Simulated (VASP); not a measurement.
Runs of VASP 6.6.1 on F3ZrI. The cell holds a molecule in a box, 5 atoms: a = 12.000 Å, b = 13.000 Å, c = 12.000 Å, α = 90.00°, β = 90.00°, γ = 90.00°. 

```tsv
task	level	potentials or basis	cell	cutoff (eV)	grid for exact exchange (PRECFOCK)	exchange at q = 0	gap on the mesh (eV)	largest force (eV/Å)
single point	SCAN	VASP PAW PBE potentials, release 64 (F_h, Zr_sv, I)	as given	900	-	-	4.85	(c)
single point	B3LYP	VASP PAW PBE potentials, release 64 (F_h, Zr_sv, I)	as given	900	Fast	default	5.93	0.48
relaxation of the atoms	PBE	VASP PAW PBE potentials, release 64 (F, Zr_sv, I)	atoms relaxed from: atoms moved at random, drawn with an rms of 0.02 Å	520	-	-	4.27	-
single point	PBE	VASP PAW PBE potentials, release 64 (F, Zr_sv, I)	atoms moved at random, drawn with an rms of 0.05 Å	520	-	-	4.48	1.23
single point	SCAN+D4	VASP PAW PBE potentials, release 64 (F_s, Zr_sv, I)	as given	400	-	-	4.80	0.46
atomic charges	PBE+TS	VASP PAW PBE potentials, release 64 (F, Zr_sv, I)	as given	520	-	-	4.40	0.62
single point	PBE	VASP PAW PBE potentials, release 64 (F, Zr_sv, I)	as given	520	-	-	4.40	0.62
electron localisation function	PBE	VASP PAW PBE potentials, release 64 (F, Zr_sv, I)	as given	520	-	-	4.40	0.62
single point	r2SCAN0+D4	VASP PAW PBE potentials, release 64 (F_s, Zr_sv, I)	as given	400	Fast	default	(a)	(b)
single point	PBE0+TS	VASP PAW PBE potentials, release 64 (F_h, Zr_sv, I)	as given	900	Fast	default	6.42	0.06
```

Alike in all rows: no spin polarisation; k mesh 1 × 1 × 1; smearing gaussian 0.01 eV.

Estimate the missing entries.

(a) 6.68; (b) 0.28; (c) 0.18.

Caveats: spin-orbit coupling is left out, which moves the levels of the heavy elements; the PAW data sets were made with another functional, which shifts forces and pressure a little (some runs).

A k mesh can miss the band edges, and the runs leave out spin-orbit coupling on I, Zr.
